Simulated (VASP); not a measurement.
Input:

```
CELL_PARAMETERS angstrom
      2.29500    -3.97506     0.00000
      2.29500     3.97506     0.00000
      0.00000     0.00000     7.51000
ATOMIC_POSITIONS crystal
  Ag 0.66667 0.33333 0.50000
  Ag 0.33333 0.66667 0.00000
  I  0.66667 0.33333 0.87500
  I  0.33333 0.66667 0.37500
```

Computed with AM05 GGA, VASP's PBE PAW potentials (set 64) (plane waves; VASP). Run with 520 eV cut-off, 5×5×3 Γ-centred mesh, Gaussian smearing of 0.050 eV, potentials Ag I.

Predict the energy per atom (σ→0).

| Property | Value |
|---|---|
| energy per atom (σ→0) | -2477 meV/atom |

The compound is AgI in the wurtzite structure. The cell was not relaxed at this level. The start is the result of an earlier pass.
